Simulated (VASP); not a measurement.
An input for Ansatz (written as the equivalent of a VASP run, and not itself run):

Ansatz 0.2 input:
```yaml
crystal:
  lattice:
    - [0.0000000, 2.6722700, 2.6722700]
    - [2.6722700, 0.0000000, 2.6722700]
    - [2.6722700, 2.6722700, 0.0000000]
  atoms:
    - { symbol: Cu, position: [0.0000000, 0.0000000, 0.0000000] }
    - { symbol: Cl, position: [0.2500000, 0.2500000, 0.2500000] }
kpoints:
  mp_grid: { grid: [5, 5, 5], shift: [0.5, 0.5, 0.5] }
hamiltonian:
  xc: hse06
  pseudopotentials: { kind: paw }
scf:
  occupations: { method: gaussian, width: 0.02 }
  max_iter: 100
output: { forces: true, stress: true, eigenvalues: true }
```

### Question
Write the VASP files for the same calculation (HSE06).

### Answer
Several could match; the one computed here: 
### KPOINTS
```
Regular mesh
0
Gamma
  5 5 5
0.5 0.5 0.5
```

**INCAR**
```
EDIFF = 1E-6
LHFCALC = T
LWAVE = F
LMAXMIX = 4   ! l cut-off of mixed one-centre charges
PRECFOCK = Fast
SYSTEM = CuCl
ISIF = 2   ! forces and stress, cell fixed
ISMEAR = 0   ! Gaussian
LCHARG = F
HFSCREEN = 0.2   ! 1/Angstrom
ENCUT = 300   ! plane-wave cut-off (eV)
ALGO = Normal
SIGMA = 0.02
LREAL = F   ! projection in real space or not
GGA = PE   ! PBE
NELM = 100   ! most electronic steps
ISYM = 3
LASPH = T
PREC = Accurate
AEXX = 0.25
```

File POSCAR:
```
CuCl
1.0
  0.0000000000   2.6722700000   2.6722700000
  2.6722700000   0.0000000000   2.6722700000
  2.6722700000   2.6722700000   0.0000000000
Cu Cl
1 1
Cart
  0.0000000000   0.0000000000   0.0000000000
  1.3361350000   1.3361350000   1.3361350000
```

POTCAR, in this order: Cu Cl (PBE.64 set). Program: vasp_std.

The two are equivalent in intent, not identical: each code has its own PAW files, so the cut-off isn't converted (ENCUT is set for VASP's; basis.ecutwfc is left out, and Ansatz then takes the one that its files recommend); Ansatz stops its SCF on the density residual and VASP on the energy change (EDIFF); Ansatz's hse06 screens at 0.11 per bohr (0.208 per Å), slightly more than HFSCREEN = 0.2.

The structure is a typed CuCl crystal. The cell was not relaxed at this level. The run is one of a series of settings (AEXX = 0.25, HFSCREEN = 0.2, ISYM = 3, LHFCALC = .TRUE., PRECFOCK = Fast, KPOINTS 5×5×5 Γ-centred mesh shifted by (0.5, 0.5, 0.5) against the base run), some of them coarse on purpose.
